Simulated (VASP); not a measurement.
OSZICAR of a VASP run on SnO (space group Pmn2_1):

File OSZICAR:
```
       N       E                     dE             d eps       ncg     rms          rms(c)
DAV:   1     0.417021948952E+03    0.41702E+03   -0.21146E+04  2928   0.255E+03
DAV:   2     0.315795839938E+02   -0.38544E+03   -0.37888E+03  3144   0.591E+02
DAV:   3    -0.249747917755E+02   -0.56554E+02   -0.56243E+02  3552   0.200E+02
DAV:   4    -0.271380867877E+02   -0.21633E+01   -0.21613E+01  3248   0.442E+01
DAV:   5    -0.272019958749E+02   -0.63909E-01   -0.63900E-01  3624   0.762E+00    0.110E+01
DAV:   6    -0.239398522696E+02    0.32621E+01   -0.22636E+01  4792   0.524E+01    0.491E+00
DAV:   7    -0.238724599120E+02    0.67392E-01   -0.21116E+00  3336   0.969E+00    0.259E+00
DAV:   8    -0.238563713066E+02    0.16089E-01   -0.60100E-01  4200   0.563E+00    0.103E+00
DAV:   9    -0.238312113114E+02    0.25160E-01   -0.16341E-01  4536   0.405E+00    0.238E-01
DAV:  10    -0.238333317224E+02   -0.21204E-02   -0.20116E-02  4216   0.134E+00    0.215E-01
DAV:  11    -0.238321920792E+02    0.11396E-02   -0.54654E-03  4504   0.725E-01    0.275E-02
DAV:  12    -0.238322577026E+02   -0.65623E-04   -0.77333E-04  3048   0.174E-01    0.356E-02
DAV:  13    -0.238322495342E+02    0.81683E-05   -0.35885E-05  4384   0.691E-02    0.154E-02
DAV:  14    -0.238322480435E+02    0.14907E-05   -0.34965E-06  3712   0.127E-02    0.833E-03
DAV:  15    -0.238322469908E+02    0.10527E-05   -0.19839E-06  3344   0.109E-02    0.128E-03
DAV:  16    -0.238322470470E+02   -0.56220E-07   -0.15083E-07  2240   0.327E-03
   1 F= -.23832247E+02 E0= -.23832247E+02  d E =0.000000E+00
```

Question: Which electronic solver shows in the log?

Answer: It is blocked Davidson (ALGO = Normal, or the opening steps of other solvers). The INCAR had ALGO = Normal.

Question: Can the final energy be trusted as converged?

Answer: The run converged. It stopped with EDIFF = 1E-7, NELM = 100 (PBEsol GGA, plane waves, VASP's PBE PAW potentials (set 64)). Without a dispersion term in the relaxation, distances and binding between the weakly bound layers, chains or molecules are unreliable, and so is what depends on them.

The structure comes from a computed database's SnO entry (Pmn2_1); how it stands against other phases isn't given here. It was relaxed first, which changed the volume by -10 %.
